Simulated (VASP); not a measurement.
```yaml
crystal:
  lattice:
    - [2.00912, -3.32165, 0.00000]
    - [2.00912, 3.32165, 0.00000]
    - [0.00000, 0.00000, 5.12339]
  atoms:
    - { symbol: Ni, position: [0.00000, 0.00000, 0.50000] }
    - { symbol: Ni, position: [0.00000, 0.00000, 0.00000] }
    - { symbol: Sb, position: [0.33333, 0.66667, 0.25000] }
    - { symbol: Sb, position: [0.67971, 0.34637, 0.75000] }
```
Cell charge -0.5.

These are PBE GGA, VASP's PBE PAW potentials (set 64) (plane waves; VASP) values and carry that method's errors. Numerical set-up: NELECT = 30.5, 400 eV cut-off, 8×8×6 Γ-centred mesh, Gaussian smearing of 0.050 eV, potentials Ni Sb.

The cell is charged, with a uniform compensating background.

### Question
Which forces act on the atoms, in eV/Å?

### Answer

```csv
atom,Fx,Fy,Fz
Ni1,0.156,0.011,-0.011
Ni2,0.156,0.011,0.011
Sb3,0.040,-0.318,0.000
Sb4,-0.352,0.296,0.000
```

### Question
Give the stress tensor in GPa (positive for a compressed cell).

### Answer

```
20.17   0.66   0.00
 0.66  25.38   0.00
 0.00   0.00  21.03
```
The pressure is its mean diagonal, 22.20 GPa.

The compound is NiSb in the NiAs type structure. The cell was not relaxed at this level, atoms are displaced from their ideal sites. The run is one of a series of settings (ISMEAR = 0, NELECT = 30.5, SIGMA = 0.05 against the base run), some of them coarse on purpose. The run is not spin-polarised, so no magnetic state was tried.
